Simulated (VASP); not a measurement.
A VASP calculation is set up with these files.

**POSCAR**
```
HgS
1
    2.0718395382    -3.5885310470    -0.0000000000
    2.0718395382     3.5885310470     0.0000000000
    0.0000000000     0.0000000000     9.4245445273
Hg S
3 3
Direct
  0.7101640738   1.0000000000   0.6666670000
  1.0000000000   0.7101640738   0.3333330000
  0.2898359262   0.2898359262   0.0000000000
  0.5019790076   0.0000000000   0.1666670000
  0.0000000000   0.5019790076   0.8333330000
  0.4980209924   0.4980209924   0.5000000000
```

INCAR:
```
SYSTEM=HgS
PREC=Accurate; ENCUT=400; LREAL=.FALSE.
LASPH=.TRUE.
EDIFF=1E-7; NELM=100; ALGO=Normal
LMAXMIX=6
ISMEAR=-5
GGA=PS
ISIF=2
LWAVE=.FALSE.; LCHARG=.TRUE.; LORBIT=11
NEDOS=601
LEFG=.TRUE.
```

KPOINTS:
```
Automatic mesh
0
Gamma
7 7 3
0 0 0
```

POTCAR, in this order: Hg S (PBE.64 set). Program: vasp_std.

Question: Write an equivalent input for Ansatz.

Answer: One equivalent input (not run):
Ansatz 0.2 input:
```yaml
crystal:
  lattice:
    - [2.0718395, -3.5885310, 0.0000000]
    - [2.0718395, 3.5885310, 0.0000000]
    - [0.0000000, 0.0000000, 9.4245445]
  atoms:
    - { symbol: Hg, position: [0.7101641, 1.0000000, 0.6666670] }
    - { symbol: Hg, position: [1.0000000, 0.7101641, 0.3333330] }
    - { symbol: Hg, position: [0.2898359, 0.2898359, 0.0000000] }
    - { symbol: S, position: [0.5019790, 0.0000000, 0.1666670] }
    - { symbol: S, position: [0.0000000, 0.5019790, 0.8333330] }
    - { symbol: S, position: [0.4980210, 0.4980210, 0.5000000] }
kpoints:
  mp_grid: { grid: [7, 7, 3] }
hamiltonian:
  xc: pbesol
  pseudopotentials: { kind: paw }
scf:
  occupations: { method: tetrahedron }
  max_iter: 100
output: { forces: true, stress: true, eigenvalues: true }
```
What does not carry over: each code has its own PAW files, so the cut-off isn't converted (ENCUT is set for VASP's; basis.ecutwfc is left out, and Ansatz then takes the one that its files recommend); Ansatz stops its SCF on the density residual and VASP on the energy change (EDIFF); the field gradients of LEFG aren't asked of the other code.

The compound is HgS in the cinnabar structure. It was relaxed first.
